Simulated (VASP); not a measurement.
```
CELL_PARAMETERS angstrom
      0.00000     2.99846     2.99846
      2.99846     0.00000     2.99846
      2.99846     2.99846     0.00000
ATOMIC_POSITIONS crystal
  Sr 0.00000 0.00000 0.00000
```

These are PW91 GGA, VASP's PBE PAW potentials (set 64) (plane waves; VASP) values and carry that method's errors. Numerical set-up: 520 eV cut-off, 9×9×9 Γ-centred mesh, tetrahedra with Blöchl corrections, potentials Sr_sv.

Q: Estimate the energy per atom (σ→0).

A: 
```
Property                        Value
---------------------  --------------
energy per atom (σ→0)  -1.641 eV/atom
```

The absolute energy has meaning only against runs of the same code, potentials and settings.

The compound is Sr in the fcc structure. It was relaxed first.
